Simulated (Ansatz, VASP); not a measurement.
## TaP3W2: VASP beside Ansatz

One calculation is typed for both programs; each brings its own data sets. How far apart do they land? The cell is taken from a series of runs on this material, whose earlier steps may have relaxed, scaled, displaced or heated it; both programs get it as it stands.

Calculated with Ansatz 0.2.0; plane waves, with VASP 6.6.1 beside it; relaxation of cell and atoms at PBE.

## (1) The starting structure

It takes space group P-62m (No. 189, hexagonal). The conventional cell has a = 5.960 Å, b = 5.960 Å, c = 3.321 Å, α = 90.00°, β = 90.00°, γ = 120.00°. W has 6 P at 2.47 Å nearest. Ta has 3 P at 2.36 Å nearest. Nearest to P lie 1 Ta at 2.36 Å and 4 W at 2.47 Å. Farther neighbours are not listed.

Structure file:

```
W Ta P
1.0
     5.96000    0.00000    0.00000
    -2.98000    5.16151    0.00000
     0.00000    0.00000    3.32100
W Ta P
2 1 3
Cartesian
  2.9800 1.7205 1.6605
  0.0000 3.4410 1.6605
  0.0000 0.0000 0.0000
  4.7802 2.0434 0.0000
  1.8002 3.1181 0.0000
  2.3596 0.0000 0.0000
```

## (2) VASP: relaxation of cell and atoms, PBE

The relaxed volume is the usual yardstick between codes: in a stiff, nearly cubic crystal its relative difference is about their pressure difference at one cell divided by the bulk modulus.

Lines of VASP's logs that name or quote its potential files are left out, and so is its time.

Input file INCAR:

```
SYSTEM = TaP3W2
PREC = Accurate
ENCUT = 600
EDIFF = 1E-07
NELM = 120
ISMEAR = -1
SIGMA = 0.05
LREAL = .FALSE.
ALGO = Normal
GGA = PE
NBANDS = 25
LASPH = .TRUE.
LORBIT = 11
LWAVE = .FALSE.
LCHARG = .FALSE.
ISIF = 3
IBRION = 2
NSW = 80
EDIFFG = -0.005
GGA_COMPAT = .FALSE.
NELMIN = 4
KPAR = 2
```

Input file POSCAR:

```
TaP3W2
1.0
    5.9600000000      0.0000000000      0.0000000000
   -2.9800000000      5.1615110000      0.0000000000
    0.0000000000      0.0000000000      3.3210000000
W Ta P
2 1 3
Direct
    0.6666666990      0.3333333979      0.5000000000
    0.3333333979      0.6666667958      0.5000000000
    0.0000000000      0.0000000000      0.0000000000
    0.9999999802      0.3958999603      0.0000000000
    0.6041000198      0.6041000397      0.0000000000
    0.3959000000      0.0000000000      0.0000000000
```

Input file KPOINTS:

```
Automatic mesh
0
Gamma
5 5 8
0 0 0
```

PAW data sets: W, Ta_pv and P (PBE family, release 64).

On the command line:

```bash
$ mpirun -np 2 vasp_std
```

Numbers of over 12 decimals in the logs are rounded to 6 here.

Output:

```text
[banner, memory and clock lines left out]
running    2 mpi-ranks, on    1 nodes
 distrk:  each k-point on    1 cores,    2 groups
 distr:  one band on    1 cores,    1 groups

 POSCAR found type information on POSCAR W TaP
 POSCAR found :  3 types and       6 ions
 LDA part: xc-table for (Slater+PW92), standard interpolation
 POSCAR, INCAR and KPOINTS ok, starting setup
 FFT: planning ... GRIDC
 FFT: planning ... GRID_SOFT
 FFT: planning ... GRID
 WAVECAR not read
 entering main loop
       N       E                     dE             d eps       ncg     rms          rms(c)
DAV:   1     0.227020309354E+03    0.22702E+03   -0.19490E+04  1250   0.155E+03
DAV:   2    -0.387140890722E+02   -0.26573E+03   -0.25912E+03  1509   0.356E+02
DAV:   3    -0.562550060226E+02   -0.17541E+02   -0.17275E+02  1844   0.763E+01
DAV:   4    -0.566709050742E+02   -0.41590E+00   -0.41276E+00  1651   0.107E+01
DAV:   5    -0.566835143823E+02   -0.12609E-01   -0.12573E-01  1809   0.185E+00    0.352E+01
DAV:   6    -0.531419508851E+02    0.35416E+01   -0.17211E+01  1775   0.182E+01    0.135E+01
DAV:   7    -0.531263107783E+02    0.15640E-01   -0.21439E+00  1848   0.620E+00    0.785E+00
DAV:   8    -0.530263670104E+02    0.99944E-01   -0.19022E+00  1805   0.501E+00    0.361E+00
DAV:   9    -0.529745237263E+02    0.51843E-01   -0.27873E-01  1721   0.226E+00    0.676E-01
DAV:  10    -0.529743555251E+02    0.16820E-03   -0.13775E-02  1792   0.620E-01    0.340E-01
DAV:  11    -0.529742408758E+02    0.11465E-03   -0.33882E-03  1691   0.265E-01    0.116E-01
DAV:  12    -0.529742019698E+02    0.38906E-04   -0.36152E-04  1736   0.911E-02    0.588E-02
DAV:  13    -0.529741985508E+02    0.34190E-05   -0.14189E-05  1656   0.229E-02    0.334E-02
DAV:  14    -0.529741982156E+02    0.33518E-06   -0.48635E-06  1854   0.105E-02    0.616E-03
DAV:  15    -0.529741978671E+02    0.34852E-06   -0.16036E-07  1105   0.256E-03    0.302E-03
DAV:  16    -0.529741978820E+02   -0.14937E-07   -0.27864E-08   949   0.115E-03
   1 F= -.52974198E+02 E0= -.52956531E+02  d E =-.529742E+02
[... from here on, the cycles between the ionic steps are left out ...]
   2 F= -.53385899E+02 E0= -.53373764E+02  d E =-.411701E+00
   3 F= -.53388514E+02 E0= -.53376384E+02  d E =-.414316E+00
   4 F= -.53433755E+02 E0= -.53418281E+02  d E =-.452415E-01
   5 F= -.53434552E+02 E0= -.53419683E+02  d E =-.460387E-01
   6 F= -.53446762E+02 E0= -.53430140E+02  d E =-.122099E-01
   7 F= -.53454683E+02 E0= -.53438700E+02  d E =-.201303E-01
   8 F= -.53454735E+02 E0= -.53438854E+02  d E =-.525273E-04
   9 F= -.53454767E+02 E0= -.53438847E+02  d E =-.838733E-04
  10 F= -.53454767E+02 E0= -.53438849E+02  d E =-.838767E-04
  11 F= -.53454778E+02 E0= -.53438949E+02  d E =-.113578E-04
  12 F= -.53454778E+02 E0= -.53438943E+02  d E =-.113802E-04
 curvature:  -0.37 expect dE=-0.451E-05 dE for cont linesearch -0.180E-07
 trial: gam= 0.52941 g(F)=  0.608E-05 g(S)=  0.612E-05 ort =-0.115E-05 (trialstep = 0.838E+00)
 search vector abs. value=  0.186E-04
 bond charge predicted
       N       E                     dE             d eps       ncg     rms          rms(c)
DAV:   1    -0.534547925958E+02   -0.14696E-04   -0.66407E-04  1276   0.151E-01    0.181E-02
DAV:   2    -0.534547854780E+02    0.71178E-05   -0.25389E-05  1671   0.282E-02    0.105E-02
DAV:   3    -0.534547835278E+02    0.19502E-05   -0.13144E-05  1690   0.125E-02    0.451E-03
DAV:   4    -0.534547827869E+02    0.74086E-06   -0.39115E-06  1796   0.842E-03    0.255E-03
DAV:   5    -0.534547826863E+02    0.10066E-06   -0.15469E-07   991   0.251E-03    0.163E-03
DAV:   6    -0.534547826213E+02    0.64933E-07   -0.31317E-08   685   0.101E-03
  13 F= -.53454783E+02 E0= -.53439008E+02  d E =-.473219E-05
 trial-energy change:   -0.000005  1 .order   -0.000006   -0.000010   -0.000001
 step:   0.9872(harm=  0.9872)  dis= 0.00033  next Energy=   -53.454784 (dE=-0.572E-05)
 reached required accuracy - stopping structural energy minimisation
```

From OUTCAR (step 2):

```text
ion  position               nearest neighbor table
   1  0.667  0.333  0.500-   5 2.47   5 2.47   4 2.47   4 2.47   6 2.47   6 2.47   2 3.44   2 3.44
                             2 3.44
   2  0.333  0.667  0.500-   6 2.47   6 2.47   5 2.47   5 2.47   4 2.47   4 2.47   1 3.44   1 3.44
                             1 3.44
   3  0.000  0.000  0.000-   4 2.36   5 2.36   6 2.36
   4  1.000  0.396  0.000-   3 2.36   1 2.47   1 2.47   2 2.47   2 2.47
   5  0.604  0.604  0.000-   3 2.36   1 2.47   1 2.47   2 2.47   2 2.47
   6  0.396  0.000  0.000-   3 2.36   2 2.47   2 2.47   1 2.47   1 2.47

  LATTYP: Found a hexagonal cell.
 ALAT       =     5.9600000000
 C/A-ratio  =     0.5572147651

 Subroutine GETGRP returns: Found 12 space group operations
 (whereof 12 operations were pure point group operations)

The static configuration has the point symmetry D_3h.

 Found     25 irreducible k-points:

   k-points           NKPTS =     25   k-points in BZ     NKDIM =     25   number of bands    NBANDS=     25

   dimension x,y,z NGX =    48 NGY =   48 NGZ =   28
   dimension x,y,z NGXF=    96 NGYF=   96 NGZF=   56

   ENCUT  =  600.0 eV  44.10 Ry    6.64 a.u.  11.90 11.90  6.63*2*pi/ulx,y,z

   NELECT =      38.0000    total number of electrons

 k-points in reciprocal lattice and weights: Automatic mesh
   0.00000000  0.00000000  0.00000000       0.005
   0.20000000  0.00000000  0.00000000       0.030
   0.40000000  0.00000000  0.00000000       0.030
   0.20000000  0.20000000  0.00000000       0.030
   0.40000000  0.20000000  0.00000000       0.030
   0.00000000  0.00000000  0.12500000       0.010
   0.20000000  0.00000000  0.12500000       0.060
   0.40000000  0.00000000  0.12500000       0.060
   0.20000000  0.20000000  0.12500000       0.060
[...]
0.20000000  0.20000000  0.50000000       0.030
   0.40000000  0.20000000  0.50000000       0.030

 average (electrostatic) potential at core
       1 -38.5317       2 -38.5317       3 -35.9803       4 -81.5952       5 -81.5952
       6 -81.5952

 E-fermi :   7.3841

 k-point     1 :       0.0000    0.0000    0.0000
  band No.  band energies     occupation
    ...
     17       6.6488      2.00000
     18       6.6488      2.00000
     19       6.9158      1.99983
     20       7.0989      1.99335
     21       7.0989      1.99335
     22       7.8423      0.00021
     23       8.8935      0.00000
     24       8.8935      0.00000
     25       9.3536      0.00000

 k-point     2 :       0.2000    0.0000    0.0000
  band No.  band energies     occupation
    ...
     17       6.1786      2.00000
     18       6.5907      2.00000
     19       6.8834      1.99991
     20       7.1657      1.97497
     21       7.1775      1.96836
     22       8.1760      0.00000
     23       8.8559      0.00000
     24       8.9988      0.00000
     25       9.3383      0.00000

 k-point     3 :       0.4000    0.0000    0.0000
  band No.  band energies     occupation
    ...
     15       5.1288      2.00000
     16       5.2655      2.00000
     17       5.4948      2.00000
     18       5.9289      2.00000
     19       7.3028      1.67124
     20       7.5439      0.07852
     21       7.6743      0.00600
     22       8.4177      0.00000
     23       8.6859      0.00000
     24       9.2315      0.00000
    ...

  Total        0.0004897      0.0004897     -0.0085002      0.0000000      0.0000000      0.0000000
  in kB        0.0076377      0.0076377     -0.1325630      0.0000000      0.0000000      0.0000000
  external PRESSURE =      -0.0390959 kB  Pullay stress =       0.0000000 kB

  energy-cutoff  :      600.00
  volume of cell :      102.73
      direct lattice vectors                 reciprocal lattice vectors
     6.208150836  0.000000000 -0.000000000     0.161078560  0.092998758  0.000000000
    -3.104075418  5.376415877  0.000000000    -0.000000000  0.185997516 -0.000000000
    -0.000000000  0.000000000  3.077957627     0.000000000  0.000000000  0.324890762

 POSITION                                       TOTAL-FORCE (eV/Angst)
 -----------------------------------------------------------------------------------
      3.10408      1.79214      1.53898        -0.000000     -0.000000      0.000000
     -0.00000      3.58428      1.53898         0.000000     -0.000000      0.000000
      0.00000      0.00000      0.00000        -0.000000     -0.000000     -0.000000
      5.00436      2.08503     -0.00000        -0.002083      0.003607      0.000000
      1.90028      3.29139     -0.00000        -0.002083     -0.003607      0.000000
     -0.69649      5.37642      3.07796         0.004165     -0.000000     -0.000000
 -----------------------------------------------------------------------------------
    total drift:                                0.000007     -0.000026     -0.000001

  FREE ENERGIE OF THE ION-ELECTRON SYSTEM (eV)
  ---------------------------------------------------
  free  energy   TOTEN  =       -53.4547826213 eV

  energy  without entropy=      -53.4232336273  energy(sigma->0) =      -53.43900812

 reached required accuracy - stopping structural energy minimisation

 total charge
# of ion       s       p       d       tot
------------------------------------------
    1        0.532   0.566   4.362   5.460
    2        0.532   0.566   4.362   5.460
    3        0.337   6.116   2.361   8.814
    4        1.015   1.549   0.000   2.563
    5        1.015   1.549   0.000   2.563
    6        1.015   1.549   0.000   2.563
--------------------------------------------------
tot          4.444  11.895  11.086  27.425

[... 3 further parts left out ...]
```

CONTCAR:

```
TaP3W2
   1.00000000000000
     6.2081508358238029    0.0000000000000000   -0.0000000000000000
    -3.1040754179119014    5.3764158767856980    0.0000000000000000
    -0.0000000000000000    0.0000000000000000    3.0779576270907580
  W               Ta              P
     2     1     3
Direct
     0.6666666989999968    0.3333333978999988    0.5000000000000000
     0.3333333978999988    0.6666667957999977    0.5000000000000000
     0.0000000000000000    0.0000000000000000    0.0000000000000000
     0.9999999801983278    0.3878104345151651    0.0000000000000000
     0.6121895455831607    0.6121895654848347    0.0000000000000000
     0.3878104742185113    1.0000000000000000    1.0000000000000000
```

The k-mesh is coarse for a metal. The run keeps the 12 symmetry operations of its start, so it cannot find a distortion of lower symmetry.

(Part 1 of 2 ends here.)

[Lines on the potential files, build, host, timing and source positions are cut from VASP's logs without a mark.]

[Logs are printed without paths, hosts, clocks, repeated set-up lines and the standing remarks that a program may print on its own settings, such as how far it seeks lower states.]

[Hosts, paths, dates, database ids (printed as entryN), source tags and the programs' standing remarks are cut or masked in the printed files.]
